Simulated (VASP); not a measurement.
All values below come from PBEsol GGA, VASP's PBE PAW potentials (set 64) (plane waves; VASP). Each cell was relaxed at this level.

Task: Which of these has an unstable (imaginary) mode at Γ?
A) CaAlSiH, P3m1 (156)
B) NiH, Fm-3m (225)
C) RbPbF3, Pm-3m (221)
D) FeSi, P2_13 (198)

Result: C, RbPbF3, Pm-3m (221). Its optical Γ-point modes are 79i (×3), 52i (×3), 60 (×3), 199 (×3) cm⁻¹.
